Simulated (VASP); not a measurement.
VASP runs on ZnO (wurtzite) share one base input (PBE GGA, plane waves, VASP's PBE PAW potentials (set 64)) and change the settings named in each case.

**INCAR**
```
SYSTEM = ZnO
PREC = Accurate
ENCUT = 520
EDIFF = 1E-6
NELM = 100
ALGO = Normal
LREAL = .FALSE.
LASPH = .TRUE.
ISMEAR = 0
SIGMA = 0.05
GGA = PE
LMAXMIX = 4
LWAVE = .FALSE.
LCHARG = .FALSE.
ISIF = 2
```

File POSCAR:
```
ZnO
1
    1.6250000000    -2.8145830000     0.0000000000
    1.6250000000     2.8145830000     0.0000000000
    0.0000000000     0.0000000000     5.2100000000
Zn O
2 2
Direct
  0.6666670000   0.3333330000   0.5000000000
  0.3333330000   0.6666670000   0.0000000000
  0.6666670000   0.3333330000   0.8820000000
  0.3333330000   0.6666670000   0.3820000000
```

KPOINTS:
```
Automatic
0
G
  8 8 5
```

POTCAR, in this order: Zn O (PBE.64 set). Program: vasp_std.

| change | E(σ→0) (eV/atom) | pressure (GPa) | plane waves |
|---|---|---|---|
| base run | -4.4562 | 5.81 | 1301 |
| ENCUT = 250 | -4.6009 | -67.62 | 440 |
| ENCUT = 350 | -4.4760 | -7.35 | 721 |
| ENCUT = 450 | -4.4583 | 4.76 | 1087 |
| ENCUT = 500 | -4.4562 | 5.74 | 1223 |
| ENCUT = 600 | -4.4572 | 5.62 | 1609 |
| ENCUT = 650 | -4.4580 | 5.57 | 1810 |
| ENCUT = 750 | -4.4590 | 5.72 | 2249 |

Left out are runs that ran out of time, are held back, or changed the cell or the kind of run, fixed moments of cells without a moment, rows past the twelfth, gaps on odd meshes, pressures of charged cells and columns that move by less than the noise.

The compound is ZnO in the wurtzite structure. The cell was not relaxed at this level.
